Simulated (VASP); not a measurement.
Cr2O3 (corundum): computed properties

These are PBE GGA + U (Dudarev), VASP's PBE PAW potentials (set 64) (plane waves; VASP) values and carry that method's errors.

```
Item                                                                                                  Value
---------------------------------------------  ------------------------------------------------------------
space group                                                                                      R-3c (167)
cell                                           a = b = 5.0641 Å, c = 13.8567 Å, α = β = 90.00°, γ = 120.00°
volume per atom                                                                              10.26 Å^3/atom
band gap (over mesh and band path)                                                                  3.11 eV
smallest direct gap (over mesh and band path)                                                       3.12 eV
cell moment                                                                                         0.00 μB
band-edge character                                                    indirect, L-Γ at 0.36 to F-Γ at 0.18
density                                                                                          4.92 g/cm³
mean ε∞ (independent particles)                                                                        6.05
```

```
Cr2O3
1.0
    4.84473    -2.53203    -0.00185
    4.84473     2.53203    -0.00185
    3.52299     0.00000     4.17984
Cr O
4 6
Cartesian
 11.20412   0.00000   3.54136
  4.59789   0.00000   1.45329
  2.00833   0.00000   0.63479
  8.61456   0.00000   2.72286
  5.06461  -0.99336   3.13396
  5.46621   1.76269   1.86339
  8.14784   0.99336   1.04219
  7.22770   0.76933   3.95331
  7.74624  -1.76269   2.31276
  5.98475  -0.76933   0.22284
```
Starting moments (μB, in the order of the record's atoms Cr Cr Cr Cr O O O O O O): -2.9 -2.9 2.9 2.9 0.0 0.0 0.0 0.0 0.0 0.0.

Measured: a 4.957 Å (computed value off by +2.2 %), c 13.592 Å (computed value off by +1.9 %), as given by Sawada, Mater. Res. Bull. 29, 239 (1994) (COD 9015000). The calculation is for a static lattice, while the measured a, c hold thermal and zero-point effects, which are part of the difference.

The compound is Cr2O3 in the corundum structure. It was relaxed first, which changed the volume by +6 %. Symmetry was kept, so distortions that lower it aren't found.
